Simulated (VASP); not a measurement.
Runs of VASP 6.6.1 on SiC. Symmetry: P6_3mc, No. 186, hexagonal system. Conventional cell: a = 3.060 Å, b = 3.060 Å, c = 15.013 Å, α = 90.00°, β = 90.00°, γ = 120.00°. Around Si (site symmetry 3m) lie 4 C at 1.87 to 1.88 Å. Si (site symmetry 3m) has 4 C at 1.87 to 1.88 Å as nearest neighbours. Around Si (site symmetry 3m) lie 4 C at 1.87 to 1.88 Å. C (site symmetry 3m) is surrounded by 4 Si at 1.87 to 1.88 Å. Around C (site symmetry 3m) lie 4 Si at 1.87 to 1.88 Å. C (site symmetry 3m) has 4 Si at 1.87 to 1.88 Å as nearest neighbours. The cell was built by a generator and needn't be a form met in nature.

| cell | target pressure | gap on the mesh (eV) | pressure (GPa) | largest force (eV/Å) |
| --- | --- | --- | --- | --- |
| relaxed to 20 GPa | 20 GPa | (a) | 20.0 | 0.01 |
| relaxed to 40 GPa | 40 GPa | 1.93 | 40.0 | 0.01 |
| relaxed | - | 1.97 | 0.1 | 0.01 |
| relaxed to 60 GPa | 60 GPa | 1.92 | 60.0 | 0.01 |

Alike in all rows: task relaxation of cell and atoms; level LDA; potentials or basis VASP PAW LDA potentials, release 64 (Si, C); no spin polarisation; k mesh 8 × 8 × 2; cutoff (eV) 600; smearing fermi-dirac 0.05 eV.

**Question.** Fill in the values left out.

**Answer.** (a) 1.95.

Caveats: the cell is relaxed towards a set pressure, so the enthalpy falls and the energy may rise (some runs).

A k mesh can miss the band edges.
